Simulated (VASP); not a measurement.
All values below come from PBE GGA, VASP's PBE PAW potentials (set 64) (plane waves; VASP 6.6.1).

A VASP calculation is set up with these files.

### INCAR
```
! general
SYSTEM  = PbF2
PREC    = Accurate
ENCUT   = 520
LREAL   = Auto
LASPH   = T

! electronic loop
EDIFF   = 1E-6
NELM    = 100
ALGO    = Normal
LMAXMIX = 4

! smearing
ISMEAR  = 0
SIGMA   = 0.05

! functional
GGA     = PE

! ions
ISIF    = 2

! output
LWAVE   = F
LCHARG  = F
```

POSCAR:
```
PbF2
1
    0.0000000000     3.0405300000     2.9546830000
    2.9555420000     0.0000000000     2.9546830000
    2.9555420000     3.0405300000     0.0000000000
Pb F
1 2
Direct
  0.0000000000   0.0000000000   0.0000000000
  0.2500000000   0.2500000000   0.2500000000
  0.7403290000   0.7596710000   0.7596710000
```

KPOINTS:
```
Automatic
0
G
 6 6 6
0 0 0
```

POTCAR, in this order: Pb_d F (PBE.64 set). Program: vasp_std.

The run wrote:

File OSZICAR:
```
       N       E                     dE             d eps       ncg     rms          rms(c)
DAV:   1     0.306160785913E+03    0.30616E+03   -0.15068E+04  2456   0.178E+03
DAV:   2     0.114196618170E+02   -0.29474E+03   -0.28340E+03  2816   0.457E+02
DAV:   3    -0.154906735736E+02   -0.26910E+02   -0.26644E+02  2858   0.155E+02
DAV:   4    -0.162934064702E+02   -0.80273E+00   -0.80166E+00  2624   0.276E+01
DAV:   5    -0.163206514266E+02   -0.27245E-01   -0.27244E-01  2870   0.521E+00    0.804E+00
DAV:   6    -0.143527973793E+02    0.19679E+01   -0.10515E+01  3114   0.271E+01    0.274E+00
DAV:   7    -0.143457833647E+02    0.70140E-02   -0.46046E-01  2470   0.467E+00    0.156E+00
DAV:   8    -0.143411540619E+02    0.46293E-02   -0.10255E-01  2466   0.396E+00    0.487E-01
DAV:   9    -0.143388018826E+02    0.23522E-02   -0.19778E-02  2740   0.108E+00    0.101E-01
DAV:  10    -0.143399660663E+02   -0.11642E-02   -0.15601E-03  2454   0.431E-01    0.278E-02
DAV:  11    -0.143399568325E+02    0.92338E-05   -0.10952E-04  2624   0.108E-01    0.115E-02
DAV:  12    -0.143399672441E+02   -0.10412E-04   -0.45531E-05  2746   0.718E-02    0.999E-03
DAV:  13    -0.143399657070E+02    0.15371E-05   -0.13731E-05  2690   0.413E-02    0.143E-03
DAV:  14    -0.143399657750E+02   -0.68033E-07   -0.57603E-07  1534   0.652E-03
   1 F= -.14339966E+02 E0= -.14339966E+02  d E =-.308427E-13
```

### OUTCAR
```
------------------------ aborting loop because EDIFF is reached ----------------------------------------
  FORCE on cell =-STRESS in cart. coord.  units (eV):
  Direction    XX          YY          ZZ          XY          YZ          ZX
  --------------------------------------------------------------------------------------
  Total        0.5067116     -0.0036488      0.5023073      0.0000000      0.1448512      0.0000000
  in kB       15.2877677     -0.1100877     15.1548874      0.0000000      4.3702400      0.0000000
  external PRESSURE =      10.1108558 kB  Pullay stress =       0.0000000 kB
  volume of cell :       53.10
      direct lattice vectors                 reciprocal lattice vectors
     0.000000000  3.040530000  2.954683000    -0.169173708  0.164445015  0.169222891
     2.955542000  0.000000000  2.954683000     0.169173708 -0.164445015  0.169222891
     2.955542000  3.040530000  0.000000000     0.169173708  0.164445015 -0.169222891
 POSITION                                       TOTAL-FORCE (eV/Angst)
 -----------------------------------------------------------------------------------
      0.00000      0.00000      0.00000         0.039628     -0.000000     -0.000000
      1.47777      1.52026      1.47734         0.103516      0.000000      0.000000
      4.49048      4.56079      4.43202        -0.143144     -0.000000     -0.000000
 -----------------------------------------------------------------------------------
    total drift:                                0.002068     -0.000001     -0.000002
  FREE ENERGIE OF THE ION-ELECTRON SYSTEM (eV)
  ---------------------------------------------------
  free  energy   TOTEN  =       -14.3399657750 eV

  energy  without entropy=      -14.3399657750  energy(sigma->0) =      -14.33996578
```
(Selected blocks of OUTCAR.)

OUTCAR:
```
 val. band max:        1.6783910246   @ k =   0.5000  -0.1667   0.3333

 cond. band min:       6.0279725708   @ k =   0.5000   0.5000   0.0000


 Fermi energy:         1.9232565492

 k-point     1 :       0.0000    0.0000    0.0000
  band No.  band energies     occupation
      1     -19.2883      2.00000
      2     -18.6984      2.00000
      3     -12.7841      2.00000
      4     -12.7634      2.00000
      5     -12.7630      2.00000
      6     -12.7257      2.00000
      7     -12.7166      2.00000
      8      -2.9992      2.00000
      9      -0.7156      2.00000
     10      -0.7146      2.00000
     11      -0.6608      2.00000
     12      -0.3400      2.00000
     13      -0.1342      2.00000
     14      -0.1316      2.00000
     15       8.3240      0.00000
     16       8.3583      0.00000
     17       8.5410      0.00000
     18      12.2350      0.00000

 k-point     2 :       0.1667   -0.0000    0.0000
  band No.  band energies     occupation
      1     -19.2379      2.00000
      2     -18.7437      2.00000
      3     -12.7711      2.00000
      4     -12.7577      2.00000
      5     -12.7244      2.00000
      6     -12.7176      2.00000
      7     -12.7112      2.00000
      8      -3.4043      2.00000
      9      -0.8882      2.00000
     10      -0.7663      2.00000
     11      -0.7254      2.00000
     12      -0.2815      2.00000
     13      -0.1799      2.00000
     14       0.4077      2.00000
     15       7.6518      0.00000
     16       8.5357      0.00000
     17       8.6579      0.00000
     18      13.6054      0.00000

 k-point     3 :      -0.0000    0.1667    0.0000
  band No.  band energies     occupation
      1     -19.2396      2.00000
      2     -18.7423      2.00000
      3     -12.7680      2.00000
      4     -12.7538      2.00000
      5     -12.7293      2.00000
      6     -12.7183      2.00000
      7     -12.7150      2.00000
      8      -3.3640      2.00000
      9      -0.8713      2.00000
...
```

Unless said otherwise, spin-orbit coupling is left out, though it shifts the bands of the heavy elements here.

The compound is PbF2 in the fluorite structure, the β form. The cell was not relaxed at this level, atoms are displaced from their ideal sites. The run is one of a series of settings (LREAL = Auto against the base run), some of them coarse on purpose.
